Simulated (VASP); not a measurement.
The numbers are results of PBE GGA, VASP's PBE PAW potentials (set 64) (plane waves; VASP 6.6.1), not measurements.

Input for VASP

### INCAR
```
LASPH = T   # aspherical one-centre terms
ENCUT = 500   # plane-wave cut-off (eV)
ISMEAR = 1   # Methfessel-Paxton
NELM = 100   # most electronic steps
ISPIN = 2
LCHARG = F
EDIFFG = -0.02   # ionic stop
LMAXMIX = 4   # l cut-off of mixed one-centre charges
NSW = 40
SYSTEM = MnSi
PSTRESS = 300
MAGMOM = 4*1.1 4*-0.0
SIGMA = 0.1   # width (eV)
LORBIT = 10
IBRION = 2
LWAVE = F
LREAL = F   # projection in real space or not
ALGO = Normal   # blocked Davidson
PREC = Accurate
GGA = PE   # PBE
EDIFF = 1E-6
ISIF = 3   # ions, shape and volume
```

### KPOINTS
```
Automatic mesh
0
Gamma
7 7 7
0 0 0
```

POSCAR:
```
MnSi
1
    4.3946396331     0.0000000000     0.0000000000
    0.0000000000     4.3946396331     0.0000000000
    0.0000000000     0.0000000000     4.3946396331
Mn Si
4 4
Direct
  0.8612093391   0.6387906609   0.3612093391
  0.3612093391   0.8612093391   0.6387906609
  0.1387906609   0.1387906609   0.1387906609
  0.6387906609   0.3612093391   0.8612093391
  0.1539203012   0.3460796988   0.6539203012
  0.6539203012   0.1539203012   0.3460796988
  0.8460796988   0.8460796988   0.8460796988
  0.3460796988   0.6539203012   0.1539203012
```

POTCAR, in this order: Mn_pv Si (PBE.64 set). Program: vasp_std.

Output

File OUTCAR:
```
 ion  position               nearest neighbor table
   1  0.861  0.639  0.361-   5 2.23   6 2.32   7 2.32   8 2.32   6 2.44   7 2.44   8 2.44   2 2.70
                             4 2.70   3 2.70   3 2.70   2 2.70   4 2.70
   2  0.361  0.861  0.639-   6 2.23   5 2.32   7 2.32   8 2.32   8 2.44   5 2.44   7 2.44   1 2.70
                             3 2.70   4 2.70   3 2.70   1 2.70   4 2.70
   3  0.139  0.139  0.139-   7 2.23   6 2.32   5 2.32   8 2.32   8 2.44   5 2.44   6 2.44   2 2.70
                             4 2.70   1 2.70   2 2.70   1 2.70   4 2.70
   4  0.639  0.361  0.861-   8 2.23   6 2.32   7 2.32   5 2.32   5 2.44   6 2.44   7 2.44   1 2.70
                             1 2.70   2 2.70   2 2.70   3 2.70   3 2.70
   5  0.154  0.346  0.654-   1 2.23   2 2.32   3 2.32   4 2.32   2 2.44   3 2.44   4 2.44   8 2.72
                             6 2.72   8 2.72   7 2.72   7 2.72   6 2.72
   6  0.654  0.154  0.346-   2 2.23   1 2.32   3 2.32   4 2.32   4 2.44   1 2.44   3 2.44   8 2.72
                             7 2.72   5 2.72   8 2.72   7 2.72   5 2.72
   7  0.846  0.846  0.846-   3 2.23   2 2.32   1 2.32   4 2.32   4 2.44   1 2.44   2 2.44   5 2.72
                             6 2.72   8 2.72   6 2.72   5 2.72   8 2.72
   8  0.346  0.654  0.154-   4 2.23   2 2.32   3 2.32   1 2.32   1 2.44   2 2.44   3 2.44   7 2.72
                             5 2.72   5 2.72   6 2.72   6 2.72   7 2.72
  LATTYP: Found a simple cubic cell.
 ALAT       =     4.3946396331
 Subroutine PRICEL returns:
 Original cell was already a primitive cell.
 Subroutine GETGRP returns: Found 12 space group operations
The static configuration has the point symmetry C_3 .
 The point group associated with its full space group is T   .
The dynamic configuration has the point symmetry C_3 .
...
```

File OSZICAR:
```
       N       E                     dE             d eps       ncg     rms          rms(c)
DAV:   1     0.804475901336E+03    0.80448E+03   -0.35544E+04  4064   0.191E+03
DAV:   2    -0.620152606127E+00   -0.80510E+03   -0.78092E+03  4032   0.561E+02
DAV:   3    -0.677853125953E+02   -0.67165E+02   -0.64628E+02  4708   0.166E+02
DAV:   4    -0.697086246020E+02   -0.19233E+01   -0.19050E+01  4822   0.282E+01
DAV:   5    -0.697453704991E+02   -0.36746E-01   -0.36696E-01  4774   0.431E+00    0.388E+01
DAV:   6    -0.694922701503E+02    0.25310E+00   -0.19477E+02  4922   0.973E+01    0.267E+01
DAV:   7    -0.610953275272E+02    0.83969E+01   -0.68827E+01  4356   0.598E+01    0.936E+00
DAV:   8    -0.610252207673E+02    0.70107E-01   -0.29153E+00  4244   0.899E+00    0.274E+00
DAV:   9    -0.609788898632E+02    0.46331E-01   -0.25329E-01  4990   0.338E+00    0.129E+00
DAV:  10    -0.609837896480E+02   -0.48998E-02   -0.15824E-02  4972   0.857E-01    0.832E-01
DAV:  11    -0.609888660913E+02   -0.50764E-02   -0.21548E-02  5164   0.826E-01    0.277E-01
DAV:  12    -0.609893180073E+02   -0.45192E-03   -0.16402E-03  4496   0.233E-01    0.151E-01
DAV:  13    -0.609893764954E+02   -0.58488E-04   -0.16502E-04  5058   0.820E-02    0.787E-02
DAV:  14    -0.609893849694E+02   -0.84740E-05   -0.55537E-05  4716   0.443E-02    0.335E-02
DAV:  15    -0.609893836897E+02    0.12797E-05   -0.62802E-06  4006   0.139E-02    0.143E-02
DAV:  16    -0.609893842626E+02   -0.57289E-06   -0.23564E-06  2738   0.964E-03
   1 F= -.45097314E+02 E0= -.45096677E+02  d E =-.450973E+02  mag=     3.4456
       N       E                     dE             d eps       ncg     rms          rms(c)
DAV:   1    -0.721639186973E+02   -0.11175E+02   -0.20082E+02  4102   0.134E+02    0.408E+01
DAV:   2    -0.668456363848E+02    0.53183E+01   -0.20797E+02  4276   0.110E+02    0.267E+01
DAV:   3    -0.595330779658E+02    0.73126E+01   -0.56147E+01  4180   0.579E+01    0.667E+00
DAV:   4    -0.593602086499E+02    0.17287E+00   -0.22975E+00  4160   0.895E+00    0.372E+00
DAV:   5    -0.592791813635E+02    0.81027E-01   -0.20526E-01  4630   0.336E+00    0.236E+00
DAV:   6    -0.592552214725E+02    0.23960E-01   -0.38244E-02  4670   0.116E+00    0.803E-01
DAV:   7    -0.592546766033E+02    0.54487E-03   -0.40804E-03  4574   0.396E-01    0.265E-01
DAV:   8    -0.592545729834E+02    0.10362E-03   -0.12822E-03  4516   0.281E-01    0.469E-02
DAV:   9    -0.592545778306E+02   -0.48472E-05   -0.60174E-05  4530   0.627E-02    0.283E-02
DAV:  10    -0.592545763719E+02    0.14587E-05   -0.21703E-06  3026   0.126E-02    0.189E-02
DAV:  11    -0.592545752643E+02    0.11075E-05   -0.20321E-06  2632   0.816E-03    0.483E-03
DAV:  12    -0.592545754098E+02   -0.14550E-06   -0.26309E-07  2158   0.442E-03
   2 F= -.44823891E+02 E0= -.44824987E+02  d E =0.273423E+00  mag=     1.9787
       N       E                     dE             d eps       ncg     rms          rms(c)
DAV:   1    -0.673146914001E+02   -0.80601E+01   -0.95975E+01  4112   0.988E+01    0.256E+01
DAV:   2    -0.682325398370E+02   -0.91785E+00   -0.16351E+02  4658   0.916E+01    0.248E+01
DAV:   3    -0.606383872868E+02    0.75942E+01   -0.38669E+01  4554   0.444E+01    0.380E+00
DAV:   4    -0.606112058510E+02    0.27181E-01   -0.16113E+00  4762   0.649E+00    0.306E+00
DAV:   5    -0.605741385282E+02    0.37067E-01   -0.13555E-01  4398   0.262E+00    0.102E+00
DAV:   6    -0.605715986389E+02    0.25399E-02   -0.10848E-02  4878   0.707E-01    0.456E-01
DAV:   7    -0.605726523897E+02   -0.10538E-02   -0.97264E-03  5124   0.607E-01    0.345E-01
DAV:   8    -0.605752440061E+02   -0.25916E-02   -0.67651E-03  5170   0.489E-01    0.243E-01
DAV:   9    -0.605763156737E+02   -0.10717E-02   -0.30512E-03  5362   0.332E-01    0.132E-01
DAV:  10    -0.605765193209E+02   -0.20365E-03   -0.67073E-04  4968   0.137E-01    0.555E-02
DAV:  11    -0.605765153574E+02    0.39635E-05   -0.18457E-04  4982   0.708E-02    0.262E-02
DAV:  12    -0.605765186883E+02   -0.33309E-05   -0.51011E-05  4550   0.474E-02    0.142E-02
DAV:  13    -0.605765191533E+02   -0.46501E-06   -0.27140E-06  2880   0.121E-02
   3 F= -.45181192E+02 E0= -.45180256E+02  d E =-.838780E-01  mag=     3.1217
       N       E                     dE             d eps       ncg     rms          rms(c)
DAV:   1    -0.605869527475E+02   -0.10434E-01   -0.91860E-03  4140   0.933E-01    0.253E-01
DAV:   2    -0.605868747538E+02    0.77994E-04   -0.12473E-02  4474   0.831E-01    0.220E-01
DAV:   3    -0.605863250463E+02    0.54971E-03   -0.30550E-03  4486   0.422E-01    0.303E-02
DAV:   4    -0.605863243566E+02    0.68968E-06   -0.11773E-04  4374   0.485E-02    0.228E-02
DAV:   5    -0.605863204185E+02    0.39382E-05   -0.11352E-05  4060   0.263E-02    0.725E-03
DAV:   6    -0.605863200894E+02    0.32905E-06   -0.62241E-07  2142   0.494E-03
   4 F= -.45181161E+02 E0= -.45180248E+02  d E =-.838470E-01  mag=     3.1297
       N       E                     dE             d eps       ncg     rms          rms(c)
DAV:   1    -0.605633905627E+02    0.22930E-01   -0.79819E-01  5288   0.205E+01    0.379E-01
DAV:   2    -0.605787288161E+02   -0.15338E-01   -0.15531E-01  4072   0.268E+00    0.192E-01
DAV:   3    -0.605790408717E+02   -0.31206E-03   -0.40665E-03  5110   0.494E-01    0.116E-01
DAV:   4    -0.605789952164E+02    0.45655E-04   -0.25961E-04  5342   0.131E-01    0.778E-02
DAV:   5    -0.605789630455E+02    0.32171E-04   -0.79254E-05  5324   0.121E-01    0.249E-02
DAV:   6    -0.605789626830E+02    0.36250E-06   -0.21908E-05  4658   0.396E-02    0.100E-02
DAV:   7    -0.605789627633E+02   -0.80316E-07   -0.10504E-06  2224   0.124E-02
   5 F= -.45182912E+02 E0= -.45181979E+02  d E =-.175139E-02  mag=     3.1106
```

### OUTCAR
```
------------------------ aborting loop because EDIFF is reached ----------------------------------------
  FORCE on cell =-STRESS in cart. coord.  units (eV):
  Direction    XX          YY          ZZ          XY          YZ          ZX
  --------------------------------------------------------------------------------------
  Total       15.3051955     15.3051955     15.3051955     -0.0000000      0.0000000      0.0000000
  in kB      298.2296445    298.2296445    298.2296445     -0.0000000      0.0000000      0.0000000
  external PRESSURE =      -1.7703555 kB  Pullay stress =     300.0000000 kB
  volume of cell :       82.22
      direct lattice vectors                 reciprocal lattice vectors
     4.348434013  0.000000000 -0.000000000     0.229967845  0.000000000  0.000000000
    -0.000000000  4.348434013  0.000000000    -0.000000000  0.229967845  0.000000000
    -0.000000000 -0.000000000  4.348434013     0.000000000 -0.000000000  0.229967845
 POSITION                                       TOTAL-FORCE (eV/Angst)
 -----------------------------------------------------------------------------------
      3.74177      2.78088      1.56756        -0.005249      0.005249     -0.005249
      1.56756      3.74177      2.78088        -0.005249     -0.005249      0.005249
      0.60666      0.60666      0.60666         0.005249      0.005249      0.005249
      2.78088      1.56756      3.74177         0.005249     -0.005249     -0.005249
      0.66830      1.50592      2.84251        -0.009498      0.009498     -0.009498
      2.84251      0.66830      1.50592        -0.009498     -0.009498      0.009498
      3.68014      3.68014      3.68014         0.009498      0.009498      0.009498
      1.50592      2.84251      0.66830         0.009498     -0.009498     -0.009498
 -----------------------------------------------------------------------------------
    total drift:                               -0.000001     -0.000002      0.000000
  FREE ENERGIE OF THE ION-ELECTRON SYSTEM (eV)
  ---------------------------------------------------
  free  energy   TOTEN  =       -60.5789627633 eV

  energy  without entropy=      -60.5761624544  energy(sigma->0) =      -60.57802933
  enthalpy is  TOTEN    =       -45.1829123488 eV   P V=       15.3960504145

 total charge

# of ion       s       p       d       tot
------------------------------------------
    1        0.376   6.469   5.422  12.266
    2        0.376   6.469   5.422  12.266
    3        0.376   6.469   5.422  12.266
    4        0.376   6.469   5.422  12.266
    5        0.749   0.984   0.000   1.733
    6        0.749   0.984   0.000   1.733
    7        0.749   0.984   0.000   1.733
    8        0.749   0.984   0.000   1.733
--------------------------------------------------
tot          4.499  29.812  21.687  55.998

 magnetization (x)

# of ion       s       p       d       tot
------------------------------------------
    1        0.001   0.006   0.807   0.813
    2        0.001   0.006   0.807   0.813
    3        0.001   0.006   0.807   0.813
    4        0.001   0.006   0.807   0.813
    5       -0.009  -0.024   0.000  -0.034
    6       -0.009  -0.024   0.000  -0.034
    7       -0.009  -0.024   0.000  -0.034
    8       -0.009  -0.024   0.000  -0.034
--------------------------------------------------
tot         -0.035  -0.075   3.226   3.116

 reached required accuracy - stopping structural energy minimisation
```
(Selected blocks of OUTCAR.)

CONTCAR:
```
MnSi
   1.00000000000000
     4.3484340127681333    0.0000000000000000   -0.0000000000000000
    -0.0000000000000000    4.3484340127681333    0.0000000000000000
    -0.0000000000000000   -0.0000000000000000    4.3484340127681333
  Mn              Si
     4     4
Direct
     0.8604874025987282    0.6395125974012718    0.3604874025987284
     0.3604874025987284    0.8604874025987282    0.6395125974012718
     0.1395125974012717    0.1395125974012717    0.1395125974012717
     0.6395125974012718    0.3604874025987284    0.8604874025987282
     0.1536867383753891    0.3463132616246110    0.6536867383753889
     0.6536867383753889    0.1536867383753891    0.3463132616246110
     0.8463132616246111    0.8463132616246111    0.8463132616246111
     0.3463132616246110    0.6536867383753889    0.1536867383753891
```

Energy and stress use the plane-wave basis of the starting cell. The moments were started parallel, and other spin orders were not tried in this run.

The compound is MnSi in the B20 structure. This run relaxes it under an external pressure of 30 GPa. Symmetry was kept, so distortions that lower it aren't found.
